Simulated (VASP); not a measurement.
The input files of a VASP run:

**KPOINTS**
```
Automatic mesh
0
Gamma
7 7 3
0 0 0
```

INCAR:
```
! general
SYSTEM   =  NbTe2
PREC     =  Accurate
ENCUT    =  300   ! plane-wave cut-off (eV)
LREAL    =  .FALSE.   ! projection in real space or not
LASPH    =  .TRUE.   ! aspherical one-centre terms

! electronic loop
EDIFF    =  1E-6
NELM     =  100   ! most electronic steps
ALGO     =  Normal   ! blocked Davidson
LMAXMIX  =  4   ! l cut-off of mixed one-centre charges

! smearing
ISMEAR   =  0
SIGMA    =  0.05

! functional
GGA      =  PS   ! PBEsol

! ions
ISIF     =  2   ! forces and stress, cell fixed

! output
LWAVE    =  .FALSE.
LCHARG   =  .FALSE.
```

File POSCAR:
```
NbTe2
14.010610
  0.2602349933   0.0000000000   0.0000000000
 -0.1301174610   0.2253701302   0.0000000000
  0.0000000000   0.0000000000   0.5000000000
Nb Te
1 2
direct
  0.0000000000   0.0000000000   0.0000000000
  0.6666670000   0.3333330000   0.7456300000
  0.3333330000   0.6666670000   0.2543700000
```

POTCAR, in this order: Nb_sv Te (PBE.64 set). Program: vasp_std.

Write an equivalent input for Ansatz.

One equivalent input (not run):
Ansatz 0.2 input:
```yaml
crystal:
  lattice:
    - [3.6460510, 0.0000000, 0.0000000]
    - [-1.8230250, 3.1575730, 0.0000000]
    - [0.0000000, 0.0000000, 7.0053050]
  atoms:
    - { symbol: Nb, position: [0.0000000, 0.0000000, 0.0000000] }
    - { symbol: Te, position: [0.6666670, 0.3333330, 0.7456300] }
    - { symbol: Te, position: [0.3333330, 0.6666670, 0.2543700] }
kpoints:
  mp_grid: { grid: [7, 7, 3] }
hamiltonian:
  xc: pbesol
  pseudopotentials: { kind: paw }
scf:
  occupations: { method: gaussian, width: 0.05 }
  max_iter: 100
output: { forces: true, stress: true, eigenvalues: true }
```
The two are equivalent in intent, not identical: each code has its own PAW files, so the cut-off isn't converted (ENCUT is set for VASP's; basis.ecutwfc is left out, and Ansatz then takes the one that its files recommend); Ansatz stops its SCF on the density residual and VASP on the energy change (EDIFF).

The structure comes from a computed database's NbTe2 entry (P-3m1); how it stands against other phases isn't given here. The cell was not relaxed at this level, and its volume differs by -5.9 % from the start's.
